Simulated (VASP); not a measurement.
Consider the following.

```yaml
crystal:
  lattice:
    - [1.88721, -3.26874, 0.00000]
    - [1.88721, 3.26874, 0.00000]
    - [0.00000, 0.00000, 12.06427]
  atoms:
    - { symbol: La, position: [0.00000, 0.00000, 0.50000] }
    - { symbol: La, position: [0.00000, 0.00000, 0.00000] }
    - { symbol: La, position: [0.33333, 0.66667, 0.25000] }
    - { symbol: La, position: [0.66667, 0.33333, 0.75000] }
```

All values below come from PBE GGA, VASP's PBE PAW potentials (set 64) (plane waves; VASP 6.6.1). Numerical set-up: 480 eV cut-off, 10×10×4 Γ-centred mesh, first-order Methfessel-Paxton smearing of 0.10 eV, potentials La.

Each relaxation starts from this cell; other phases were not tried.

Question: The cell is relaxed at 2 GPa. What happens?

Answer: The volume per atom goes from 37.21 to 34.72 Å³ (-6.7 %), and the cell becomes a = 3.690 Å, b = 3.690 Å, c = 11.776 Å, α = 90.00°, β = 90.00°, γ = 120.00°, space group P6_3/mmc.

Failed runs are left out, and for metals the shear rows, which the mesh's noise covers.

The compound is La in the dhcp structure.
